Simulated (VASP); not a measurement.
Given:

```yaml
crystal:
  lattice:
    - [0.00000, 2.94398, 2.94398]
    - [2.94398, 0.00000, 2.94398]
    - [2.94398, 2.94398, 0.00000]
  atoms:
    - { symbol: Hg, position: [0.00000, 0.00000, 0.00000] }
    - { symbol: S, position: [0.25000, 0.25000, 0.25000] }
```

All values below come from PBEsol GGA, VASP's PBE PAW potentials (set 64) (plane waves; VASP). Settings: 400 eV cut-off, 10×10×10 Γ-centred mesh, first-order Methfessel-Paxton smearing of 0.10 eV, potentials Hg S.

Unless said otherwise, spin-orbit coupling is left out, though it shifts the bands of the heavy elements here.

### Question
What does the run give for the energy per atom (σ→0), band gap (on the k-mesh) with the smallest direct gap where there is one?

### Answer

| Item | Result |
|---|---|
| band gap (on the k-mesh) | none (metal, semimetal or under 0.01 eV) |
| energy per atom (σ→0) | -2.639 eV/atom |

The absolute energy has meaning only against runs of the same code, potentials and settings.

The compound is HgS in the zinc blende structure, metacinnabar; cinnabar is the stable form. It was relaxed first. The start is the result of an earlier pass.
